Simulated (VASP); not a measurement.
VASP ran on this input.

**POSCAR**
```
HgS
1
    0.0000000000     2.9250000000     2.9250000000
    2.9250000000     0.0000000000     2.9250000000
    2.9250000000     2.9250000000     0.0000000000
Hg S
1 1
Direct
  0.0000000000   0.0000000000   0.0000000000
  0.2500000000   0.2500000000   0.2500000000
```

**INCAR**
```
SYSTEM = HgS
PREC = Accurate
ENCUT = 520
EDIFF = 1E-6
NELM = 100
ALGO = Normal
LREAL = .FALSE.
LASPH = .TRUE.
ISMEAR = 0
SIGMA = 0.05
GGA = MK
PARAM1 = 0.1234
PARAM2 = 1.0
LUSE_VDW = .TRUE.
AGGAC = 0.0
LMAXMIX = 6
LWAVE = .FALSE.
LCHARG = .FALSE.
IBRION = 2
ISIF = 3
NSW = 60
EDIFFG = -0.01
```

KPOINTS:
```
Automatic mesh
0
Gamma
7 7 7
0 0 0
```

POTCAR, in this order: Hg S (PBE.64 set). Program: vasp_std.

**Question.** Translate this optB86b-vdW calculation to Quantum ESPRESSO's pw.x.

**Answer.** One equivalent input (not run):
```
&CONTROL
  calculation = 'vc-relax'
  pseudo_dir = './pseudo'
  outdir = './out'
  tprnfor = .true.
  tstress = .true.
  nstep = 60
  forc_conv_thr = 0.00039
/
&SYSTEM
  ibrav = 0
  nat = 2
  ntyp = 2
  ecutwfc = 66
  occupations = 'smearing'
  smearing = 'gaussian'
  degauss = 0.003675
  input_dft = 'vdw-df-ob86'
/
&ELECTRONS
  conv_thr = 7.3e-08
  electron_maxstep = 100
/
&IONS
/
&CELL
/
ATOMIC_SPECIES
  Hg 200.592 Hg.upf
  S 32.060 S.upf
CELL_PARAMETERS angstrom
     0.0000000    2.9250000    2.9250000
     2.9250000    0.0000000    2.9250000
     2.9250000    2.9250000    0.0000000
ATOMIC_POSITIONS crystal
  Hg   0.0000000  0.0000000  0.0000000
  S    0.2500000  0.2500000  0.2500000
K_POINTS automatic
  7 7 7 0 0 0
```
Limits of the translation: the potentials are each code's own (VASP's PAW set, PseudoDojo norm-conserving files in pw.x), so ENCUT and ecutwfc are chosen apart and not converted; conv_thr bounds pw.x's estimated SCF error, while EDIFF bounds the energy change between steps; forc_conv_thr acts on force components and is met together with etot_conv_thr.

The compound is HgS in the zinc blende structure, metacinnabar; cinnabar is the stable form. This run relaxes it. Symmetry was kept, so distortions that lower it aren't found.
